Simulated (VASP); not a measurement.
A convergence study with VASP on Au (fcc): a few settings are varied, all else stays as given below, so the limit is that of these other settings.

```
CELL_PARAMETERS angstrom
      0.00000     2.04000     2.04000
      2.04000     0.00000     2.04000
      2.04000     2.04000     0.00000
ATOMIC_POSITIONS crystal
  Au 0.00000 0.00000 0.00000
```

All values below come from PBEsol GGA, VASP's PBE PAW potentials (set 64) (plane waves; VASP). The last row used: 550 eV cut-off, 23×23×23 Γ-centred mesh, second-order Methfessel-Paxton smearing of 0.40 eV, potentials Au.

```json
[
 {"setting": "ISMEAR = -1, SIGMA = 0.01, 8×8×8 mesh", "E (eV/atom)": "-3.8825", "pressure (GPa)": "1.11", "irreducible k-points": "29"},
 {"setting": "ISMEAR = -1, SIGMA = 0.1, 8×8×8 mesh", "E (eV/atom)": "-3.8840", "pressure (GPa)": "1.03", "irreducible k-points": "29"},
 {"setting": "ISMEAR = 0, SIGMA = 0.01, 8×8×8 mesh", "E (eV/atom)": "-3.8823", "pressure (GPa)": "1.11", "irreducible k-points": "29"},
 {"setting": "ISMEAR = 0, SIGMA = 0.1, 8×8×8 mesh", "E (eV/atom)": "-3.8836", "pressure (GPa)": "1.11", "irreducible k-points": "29"},
 {"setting": "ISMEAR = 1, SIGMA = 0.01, 8×8×8 mesh", "E (eV/atom)": "-3.8822", "pressure (GPa)": "1.11", "irreducible k-points": "29"},
 {"setting": "ISMEAR = 1, SIGMA = 0.2, 8×8×8 mesh", "E (eV/atom)": "-3.8835", "pressure (GPa)": "1.12", "irreducible k-points": "29"},
 {"setting": "ISMEAR = 2, SIGMA = 0.05, 8×8×8 mesh", "E (eV/atom)": "-3.8824", "pressure (GPa)": "1.11", "irreducible k-points": "29"},
 {"setting": "ISMEAR = 2, SIGMA = 0.2, 8×8×8 mesh", "E (eV/atom)": "-3.8835", "pressure (GPa)": "1.12", "irreducible k-points": "29"},
 {"setting": "ISMEAR = -1, SIGMA = 0.01, 17×17×17 mesh", "E (eV/atom)": "-3.9226", "pressure (GPa)": "-0.19", "irreducible k-points": "165"},
 {"setting": "ISMEAR = -1, SIGMA = 0.2, 17×17×17 mesh", "E (eV/atom)": "-3.9237", "pressure (GPa)": "0.18", "irreducible k-points": "165"},
 {"setting": "ISMEAR = 0, SIGMA = 0.01, 17×17×17 mesh", "E (eV/atom)": "-3.9226", "pressure (GPa)": "-0.26", "irreducible k-points": "165"},
 {"setting": "ISMEAR = 0, SIGMA = 0.2, 17×17×17 mesh", "E (eV/atom)": "-3.9234", "pressure (GPa)": "0.02", "irreducible k-points": "165"},
 {"setting": "ISMEAR = 1, SIGMA = 0.01, 17×17×17 mesh", "E (eV/atom)": "-3.9226", "pressure (GPa)": "-0.29", "irreducible k-points": "165"},
 {"setting": "ISMEAR = 1, SIGMA = 0.4, 17×17×17 mesh", "E (eV/atom)": "-3.9238", "pressure (GPa)": "0.02", "irreducible k-points": "165"},
 {"setting": "ISMEAR = 2, SIGMA = 0.05, 17×17×17 mesh", "E (eV/atom)": "-3.9226", "pressure (GPa)": "-0.20", "irreducible k-points": "165"},
 {"setting": "ISMEAR = 2, SIGMA = 0.4, 17×17×17 mesh", "E (eV/atom)": "-3.9235", "pressure (GPa)": "-0.01", "irreducible k-points": "165"},
 {"setting": "ISMEAR = -1, SIGMA = 0.05, 23×23×23 mesh", "E (eV/atom)": "-3.9220", "pressure (GPa)": "0.04", "irreducible k-points": "364"},
 {"setting": "ISMEAR = -1, SIGMA = 0.2, 23×23×23 mesh", "E (eV/atom)": "-3.9234", "pressure (GPa)": "0.19", "irreducible k-points": "364"},
 {"setting": "ISMEAR = 0, SIGMA = 0.05, 23×23×23 mesh", "E (eV/atom)": "-3.9216", "pressure (GPa)": "0.01", "irreducible k-points": "364"},
 {"setting": "ISMEAR = 0, SIGMA = 0.2, 23×23×23 mesh", "E (eV/atom)": "-3.9224", "pressure (GPa)": "0.07", "irreducible k-points": "364"},
 {"setting": "ISMEAR = 1, SIGMA = 0.05, 23×23×23 mesh", "E (eV/atom)": "-3.9216", "pressure (GPa)": "0.00", "irreducible k-points": "364"},
 {"setting": "ISMEAR = 1, SIGMA = 0.4, 23×23×23 mesh", "E (eV/atom)": "-3.9230", "pressure (GPa)": "0.07", "irreducible k-points": "364"},
 {"setting": "ISMEAR = 2, SIGMA = 0.1, 23×23×23 mesh", "E (eV/atom)": "-3.9216", "pressure (GPa)": "0.01", "irreducible k-points": "364"},
 {"setting": "ISMEAR = 2, SIGMA = 0.4, 23×23×23 mesh", "E (eV/atom)": "-3.9227", "pressure (GPa)": "0.05", "irreducible k-points": "364"}
]
```

Left out are rungs that failed or repeat a setting and relaxations that didn't move; long series are thinned to 24 rows.

The compound is Au in the fcc structure. The cell was not relaxed at this level.
